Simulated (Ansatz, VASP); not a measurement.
**Two plane-wave programs on MgW**

```
W Mg
1.0
     4.61675    0.00000    0.00000
     0.00000    5.58350    0.00000
    -0.02795    0.00000    4.85342
W Mg
2 2
Direct
  0.00000 0.18200 0.25000
  0.00000 0.81800 0.75000
  0.50000 0.68000 0.25000
  0.50000 0.32000 0.75000
```

Change from the starting cell: volume scaled by 0.96.

Alike in both runs: task single point; functional PBE; k mesh 6 × 5 × 6; occupations fermi-dirac, width 0.05 eV; no spin polarisation.

```csv
,VASP,Ansatz
version,VASP 6.6.1,Ansatz 0.2.0
potentials or method,"VASP PAW PBE potentials, release 64 (W_sv, Mg)",Ansatz PAW
plane-wave cutoff (eV),520,420
valence electrons in the cell,32,48
```

Ansatz gave:

- gap on the k mesh at the Fermi level (eV): none
- pressure (GPa): -21.1
- largest component of the traceless stress (GPa): 4.37
- rms of the force components (eV/Å): 1.193

Task: Which values does VASP return?

Result: gap on the k mesh at the Fermi level (eV): none; pressure (GPa): -21.1; largest component of the traceless stress (GPa): 4.37; rms of the force components (eV/Å): 1.190.

Atom by atom the forces differ by 0.003 eV/Å (rms over components). A gap of «none» marks a metal or a gap that the smearing closes. The two sets of potentials don't hold the same shells in valence.

Caveats: forces of over 1 eV/Å show positions far from the minimum, so gaps and moduli don't describe the material at rest. Spin-orbit coupling is left out, which matters for the levels of W.
